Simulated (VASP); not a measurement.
```yaml
crystal:
  lattice:
    - [3.79137, 0.00000, 0.00000]
    - [0.00000, 3.79137, 0.00000]
    - [0.00000, 0.00000, 3.79137]
  atoms:
    - { symbol: Sr, position: [0.00000, 0.00000, 0.00000] }
    - { symbol: Al, position: [0.50000, 0.50000, 0.50000] }
    - { symbol: O, position: [0.50000, 0.50000, 0.00000] }
    - { symbol: O, position: [0.00000, 0.50000, 0.50000] }
    - { symbol: O, position: [0.50000, 0.00000, 0.50000] }
```

Level of theory: PBEsol GGA with spin-orbit coupling, VASP's PBE PAW potentials (set 64) (plane waves; VASP 6.6.1). Run with 520 eV cut-off, 7×7×7 Γ-centred mesh, Gaussian smearing of 0.050 eV, potentials Sr_sv Al O.

The run has a spin-polarised start.

**Question.** Give the energies of bands 19 to 32 at the high-symmetry points, in eV from the Fermi level.

**Answer.** 
| band | Γ | X | M | R |
|---|---|---|---|---|
| 19 | -4.22 | -3.79 | -3.58 | -2.93 |
| 20 | -4.20 | -3.54 | -3.35 | -2.57 |
| 21 | -1.19 | -2.64 | -2.33 | -2.52 |
| 22 | -1.18 | -2.16 | -2.33 | -2.48 |
| 23 | -1.18 | -2.09 | -1.84 | -1.53 |
| 24 | -0.60 | -1.67 | -1.84 | -1.53 |
| 25 | -0.59 | -1.67 | -1.62 | -1.23 |
| 26 | -0.59 | -1.60 | -1.58 | -1.23 |
| 27 | -0.40 | -1.13 | -1.56 | 0.05 |
| 28 | -0.37 | -1.13 | -1.25 | 0.06 |
| 29 | -0.34 | -0.99 | -1.08 | 0.07 |
| 30 | 0.14 | -0.99 | -1.05 | 0.71 |
| 31 | 0.16 | -0.49 | -0.04 | 0.72 |
| 32 | 0.18 | -0.49 | 0.60 | 0.72 |

It has no gap at this level: it comes out as a metal or semimetal.

The structure comes from a computed database's SrAlO3 entry (Pm-3m); how it stands against other phases isn't given here. It was relaxed first.
